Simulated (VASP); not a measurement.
Level of theory: PBE GGA with D3 dispersion (zero damping), VASP's PBE PAW potentials (set 64) (plane waves; VASP).

A VASP calculation is set up with these files.

File KPOINTS:
```
k-points along high-symmetry lines
10
Line-mode
Reciprocal
  0.000000   0.000000   0.000000 ! GAMMA
  0.000000   0.500000   0.000000 ! M

  0.000000   0.500000   0.000000 ! M
 -0.333333   0.666667   0.000000 ! K

 -0.333333   0.666667   0.000000 ! K
  0.000000   0.000000   0.000000 ! GAMMA

  0.000000   0.000000   0.000000 ! GAMMA
  0.000000   0.000000   0.500000 ! A

  0.000000   0.000000   0.500000 ! A
  0.000000   0.500000   0.500000 ! L

  0.000000   0.500000   0.500000 ! L
 -0.333333   0.666667   0.500000 ! H

 -0.333333   0.666667   0.500000 ! H
  0.000000   0.000000   0.500000 ! A

  0.000000   0.500000   0.500000 ! L
  0.000000   0.500000   0.000000 ! M

 -0.333333   0.666667   0.500000 ! H
 -0.333333   0.666667   0.000000 ! K
```

INCAR:
```
NELM=100   # most electronic steps
LCHARG=.FALSE.
LASPH=.TRUE.
LORBIT=11
ALGO=Normal
GGA=PE
LREAL=.FALSE.
ICHARG=11
LWAVE=.FALSE.
SYSTEM=CdSe
ENCUT=520
PREC=Accurate
LMAXMIX=4
EDIFF=1E-7
IVDW=11   # D3, zero damping
ISMEAR=0
SIGMA=0.05   # width (eV)
```

**POSCAR**
```
CdSe
1
    2.1661276528    -3.7518429086    -0.0000000000
    2.1661276528     3.7518429086     0.0000000000
    0.0000000000     0.0000000000     7.0632154419
Cd Se
2 2
Direct
  0.6666670000   0.3333330000   0.5000459562
  0.3333330000   0.6666670000   0.0000459562
  0.6666670000   0.3333330000   0.8759540438
  0.3333330000   0.6666670000   0.3759540438
```

POTCAR, in this order: Cd Se (PBE.64 set). Program: vasp_std. Read from the step before: CHGCAR.

Output

File OUTCAR:
```
 ion  position               nearest neighbor table
   1  0.667  0.333  0.500-   4 2.65   4 2.65   4 2.65   3 2.66
   2  0.333  0.667  0.000-   3 2.65   3 2.65   3 2.65   4 2.66
   3  0.667  0.333  0.876-   2 2.65   2 2.65   2 2.65   1 2.66
   4  0.333  0.667  0.376-   1 2.65   1 2.65   1 2.65   2 2.66
  LATTYP: Found a hexagonal cell.
 ALAT       =     4.3322550963
 C/A-ratio  =     1.6303784715
 Subroutine PRICEL returns:
 Original cell was already a primitive cell.
 Subroutine GETGRP returns: Found 12 space group operations
The static configuration has the point symmetry C_3v.
 The point group associated with its full space group is C_6v.
The dynamic configuration has the point symmetry C_3v.
 Subroutine INISYM returns: Found 12 space group operations
   k-points           NKPTS =     90   k-points in BZ     NKDIM =     90   number of bands    NBANDS=     22
   number of dos      NEDOS =    301   number of ions     NIONS =      4
   total plane-waves  NPLWV =  55296
   dimension x,y,z NGX =    32 NGY =   32 NGZ =   54
   dimension x,y,z NGXF=    64 NGYF=   64 NGZF=  108
   ions per type =               2   2
   PREC   = accura    normal or accurate (medium, high low for compatibility)
   ISTART =      0    job   : 0-new  1-cont  2-samecut
   ICHARG =     11    charge: 1-file 2-atom 10-const
   ISPIN  =      1    spin polarized calculation?
   LNONCOLLINEAR =      F non collinear calculations
   LSORBIT =      F    spin-orbit coupling
   INIWAV =      1    electr: 0-lowe 1-rand  2-diag
   ENCUT  =  520.0 eV  38.22 Ry    6.18 a.u.   8.06  8.06 13.13*2*pi/ulx,y,z
   NELM   =    100;   NELMIN=  2; NELMDL= -5     # of ELM steps
   EDIFF  = 0.1E-06   stopping-criterion for ELM
   LREAL  =      F    real-space projection
   NLSPLINE    = F    spline interpolate recip. space projectors
   LMAXMIX     =    4 max onsite mixed and CHGCAR
   VOSKOWN=      0    Vosko Wilk Nusair interpolation
   EDIFFG = 0.1E-05   stopping-criterion for IOM
   NSW    =      0    number of steps for IOM
   NBLOCK =      1;   KBLOCK =      1    inner block; outer block
   IBRION =     -1    ionic relax: 0-MD 1-quasi-New 2-CG
   NFREE  =      0    steps in history (QN), initial steepest desc. (CG)
...
```

File OSZICAR:
```
       N       E                     dE             d eps       ncg     rms          rms(c)
DAV:   1     0.241135018863E+03    0.24114E+03   -0.17404E+04  3960   0.146E+03
DAV:   2     0.224963881019E+01   -0.23889E+03   -0.23387E+03  4452   0.349E+02
DAV:   3    -0.100760725803E+02   -0.12326E+02   -0.12270E+02  4662   0.788E+01
DAV:   4    -0.101890229744E+02   -0.11295E+00   -0.11287E+00  4428   0.721E+00
DAV:   5    -0.101901228028E+02   -0.10998E-02   -0.10997E-02  4770   0.628E-01
DAV:   6    -0.101901437907E+02   -0.20988E-04   -0.20982E-04  4556   0.739E-02
DAV:   7    -0.101901443996E+02   -0.60895E-06   -0.60907E-06  4776   0.101E-02
DAV:   8    -0.101901444216E+02   -0.22009E-07   -0.21975E-07  3552   0.158E-03
   1 F= -.11236086E+02 E0= -.11236086E+02  d E =-.139074E-15
```

### OUTCAR
```
 val. band max:        0.7875375641   @ k =   0.0000   0.0000   0.0000

 cond. band min:       1.4100796024   @ k =   0.0000   0.0000   0.0000



 k-point     1 :       0.0000    0.0000    0.0000
  band No.  band energies     occupation
      1     -11.7006      2.00000
      2     -11.3403      2.00000
      3      -7.0744      2.00000
      4      -7.0683      2.00000
      5      -7.0683      2.00000
      6      -7.0042      2.00000
      7      -7.0041      2.00000
      8      -6.7562      2.00000
      9      -6.7562      2.00000
     10      -6.6971      2.00000
     11      -6.6971      2.00000
     12      -6.4405      2.00000
     13      -3.4786      2.00000
     14       0.0497      2.00000
     15       0.0497      2.00000
     16       0.7444      2.00000
     17       0.7875      2.00000
     18       0.7875      2.00000
     19       1.4101      0.00000
     20       2.9654      0.00000
     21       6.6426      0.00000
     22       6.6426      0.00000

 k-point     2 :       0.0000    0.0556    0.0000
  band No.  band energies     occupation
      1     -11.6913      2.00000
      2     -11.3360      2.00000
      3      -7.0722      2.00000
      4      -7.0649      2.00000
      5      -7.0606      2.00000
      6      -7.0002      2.00000
      7      -6.9995      2.00000
      8      -6.7578      2.00000
      9      -6.7563      2.00000
     10      -6.7003      2.00000
     11      -6.6964      2.00000
     12      -6.4348      2.00000
     13      -3.4597      2.00000
     14      -0.1048      2.00000
     15       0.0098      2.00000
     16       0.4430      2.00000
     17       0.7249      2.00000
     18       0.7654      2.00000
     19       1.7448      0.00000
     20       3.1223      0.00000
     21       6.5223      0.00000
     22       6.6916      0.00000

 k-point     3 :       0.0000    0.1111    0.0000
  band No.  band energies     occupation
      1     -11.6642      2.00000
      2     -11.3236      2.00000
...
```

The density is held fixed in this step, so its total energy and stress have no physical meaning.

The compound is CdSe in the wurtzite structure. It was relaxed first.
